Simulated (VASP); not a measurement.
# Pd (Palladium): input slips in a relaxation and what they do, part 2 of 2

Aim: see how common mistakes in a VASP relaxation show up, on Pd (Palladium). The starting structure is a measured crystal structure from the Crystallography Open Database. The first relaxation on each setting starts from this cell expanded by 3 % in volume.

VASP 6.6.1.

Results so far: reference 14.52 Å³ an atom; a k mesh far too coarse 22.81 Å³ an atom; an ionic step far too long 14.52 Å³ an atom.

### 5. Relaxation with a functional's name that the tag doesn't take

Level of this step: the functional as typed; plane waves and PAW (Pd) (VASP).

A slip made on purpose: a functional's name that the tag doesn't take. Against step 2 the input has GGA = PBESOL (also changed: NELM).

The input, INCAR:

```
SYSTEM = Pd
PREC = Accurate
ENCUT = 450
EDIFF = 1E-06
NELM = 60
ISMEAR = 1
SIGMA = 0.15
LREAL = .FALSE.
ALGO = Normal
GGA = PBESOL
NBANDS = 11
LORBIT = 11
LWAVE = .FALSE.
LCHARG = .FALSE.
KPAR = 4
IBRION = 2
NSW = 50
ISIF = 3
EDIFFG = -0.006
```

The input, POSCAR:

```
Pd
1.0
    0.0000000000      1.9641576881      1.9641576881
    1.9641576881      0.0000000000      1.9641576881
    1.9641576881      1.9641576881      0.0000000000
Pd
1
Direct
    0.0000000000      0.0000000000      0.0000000000
```

The input, KPOINTS:

```
Automatic mesh
0
Gamma
20 20 20
0 0 0
```

PAW data sets: Pd (PBE family, release 64).

Started as:

```sh
$ mpirun -np 4 vasp_std
```

What it wrote:

```text
[banner, memory and clock lines left out]
running    4 mpi-ranks, on    1 nodes
[...]
|                                                                             |
|     EEEEEEE  RRRRRR   RRRRRR   OOOOOOO  RRRRRR      ###     ###     ###     |
|     E        R     R  R     R  O     O  R     R     ###     ###     ###     |
|     E        R     R  R     R  O     O  R     R     ###     ###     ###     |
|     EEEEE    RRRRRR   RRRRRR   O     O  RRRRRR       #       #       #      |
|     E        R   R    R   R    O     O  R   R                               |
|     E        R    R   R    R   O     O  R    R      ###     ###     ###     |
|     EEEEEEE  R     R  R     R  OOOOOOO  R     R     ###     ###     ###     |
|                                                                             |
|     Error: One of the selected functionals does not exist.                  |
|                                                                             |
|       ---->  I REFUSE TO CONTINUE WITH THIS SICK JOB ... BYE!!! <----       |
|                                                                             |

1
1
1
1
```

Elapsed: 3.6 s, on 4 MPI ranks of Intel Xeon 6975P-C (Granite Rapids), shared host.

VASP stopped with this message: “Error: One of the selected functionals does not exist”.

### 6. Relaxation with low precision and a small cutoff

A slip made on purpose: low precision and a small cutoff. Against step 2 the input has PREC = Low and ENCUT = 200 (also changed: NELM).

Edit INCAR of step 5 so:

```diff
@@ -1,4 +1,4 @@
 SYSTEM = Pd
-PREC = Accurate
-ENCUT = 450
+PREC = Low
+ENCUT = 200
 EDIFF = 1E-06
@@ -9,3 +9,3 @@
 ALGO = Normal
-GGA = PBESOL
+GGA = PS
 NBANDS = 11
```

POSCAR is that of step 5.

KPOINTS is that of step 5.

Started as:

```sh
$ mpirun -np 4 vasp_std
```

What it wrote:

```text
[... set-up lines as in an earlier step ...]
 entering main loop
       N       E                     dE             d eps       ncg     rms          rms(c)
DAV:   1     0.111474529833E+02    0.11147E+02   -0.28806E+03  6739   0.363E+02
DAV:   2    -0.620351038830E+01   -0.17351E+02   -0.16717E+02  6598   0.959E+01
DAV:   3    -0.633855297863E+01   -0.13504E+00   -0.13490E+00  6591   0.787E+00
DAV:   4    -0.633901490309E+01   -0.46192E-03   -0.46191E-03  6519   0.512E-01
[...]
DAV:   9    -0.579932617224E+01    0.80049E-04   -0.30188E-05  6616   0.510E-02    0.327E-02
DAV:  10    -0.579931908413E+01    0.70881E-05   -0.88573E-07  5875   0.864E-03    0.620E-03
DAV:  11    -0.579931855203E+01    0.53210E-06   -0.40227E-08  3821   0.164E-03
   1 F= -.57993186E+01 E0= -.57978826E+01  d E =-.579932E+01
[... from here on, the cycles between the ionic steps are left out ...]
   2 F= 0.25206330E+02 E0= 0.25206283E+02  d E =0.310056E+02
[...]
DAV:   1    -0.610745602228E+02   -0.86281E+02   -0.14915E+03  5816   0.337E+02BRMIX: very serious problems
[...]
BRMIX: very serious problems
[...]
BRMIX: very serious problems
   3 F= -.62067385E+01 E0= -.62060173E+01  d E =-.407420E+00
   4 F= -.62389977E+01 E0= -.62383982E+01  d E =-.439679E+00
   5 F= -.62554235E+01 E0= -.62549683E+01  d E =-.456105E+00
   6 F= -.62553075E+01 E0= -.62548665E+01  d E =-.455989E+00
   7 F= -.62530939E+01 E0= -.62525891E+01  d E =0.221352E-02
   8 F= -.62554300E+01 E0= -.62549775E+01  d E =-.122543E-03
[...]
reached required accuracy - stopping structural energy minimisation
```

The job ended after 3.8 s (4 MPI ranks; peak memory 0.4 GiB; 13 s of CPU time).

OUTCAR, selected parts (step 6):

```text
  Total        0.0019420      0.0019420      0.0019420      0.0000000      0.0000000      0.0000000
  in kB        0.2374105      0.2374105      0.2374105      0.0000000      0.0000000      0.0000000
  external PRESSURE =       0.2374105 kB  Pullay stress =       0.0000000 kB

 POSITION                                       TOTAL-FORCE (eV/Angst)
 -----------------------------------------------------------------------------------
      0.00000      0.00000      0.00000        -0.000000     -0.000000     -0.000000
 -----------------------------------------------------------------------------------
    total drift:                               -0.000000      0.000000     -0.000000

  FREE ENERGIE OF THE ION-ELECTRON SYSTEM (eV)
  ---------------------------------------------------
  free  energy   TOTEN  =        -6.2554300026 eV

  energy  without entropy=       -6.2540724768  energy(sigma->0) =       -6.25497749

[... 2 parts as in an earlier step ...]

[... 2 further parts left out ...]
[key lines of the parts left out:]
E-fermi :  11.6924
```

With low precision and a small cutoff the cell ends at 13.106 Å³ an atom, -9.73 % from the reference.

### 7. Comparison

| run | ended | volume (Å³/atom) | change (%) | pressure left (GPa) | core minutes |
| --- | --- | --- | --- | --- | --- |
| reference | converged | 14.519 | - | 0.02 | 0.827 |
| a k mesh far too coarse | converged | 22.815 | 57.14 | 0.02 | 0.147 |
| an ionic step far too long | converged | 14.518 | 0.0 | 0.03 | 0.853 |
| a functional's name that the tag doesn't take | stopped by VASP | - | - | - | 0.24 |
| low precision and a small cutoff | converged | 13.106 | -9.73 | 0.02 | 0.253 |

Core minutes are wall time times ranks, summed over the relaxations behind a row (those for a bulk modulus apart), on shared hosts.

### 8. Outcome

```yaml
volume_of_the_reference: 14.52 Å³/atom
volume_against_the_reference_a_k_mesh_far_too_coarse: +57.14 %
volume_against_the_reference_an_ionic_step_far_too_long: +0.00 %
volume_against_the_reference_low_precision_and_a_small_cutoff: -9.73 %
run_with_a_functional_s_name_that_the_tag_doesn_t_take: stopped by VASP
```

VASP stopped by itself in the run with a functional's name that the tag doesn't take. Finished, but with signs in the output that stand out against the reference: a k mesh far too coarse, with the volume changed by +57.1 % (signs: 48.4 GPa at the first ionic step (of the first relaxations, not shown; reference: -7.8 GPa)); an ionic step far too long, with the volume changed by less than 0.1 % (signs: an energy that rises by up to 2.6 eV an atom on the way); low precision and a small cutoff, with the volume changed by -9.7 % (signs: a warning on the charge density, -67.4 GPa at the first ionic step (of the first relaxations, not shown; reference: -7.8 GPa) and an energy that rises by up to 31.0 eV an atom on the way). The reference was restarted once and the runs with a slip weren't, so their cells may not have settled fully. Further runs on this material are not shown.

[Lines on the potential files, build, host, timing and source positions are cut from VASP's logs without a mark.]

[Logs are printed without paths, hosts, clocks, repeated set-up lines and the standing remarks that a program may print on its own settings, such as how far it seeks lower states.]

[Hosts, paths, dates, database ids (printed as entryN), source tags and the programs' standing remarks are cut or masked in the printed files.]
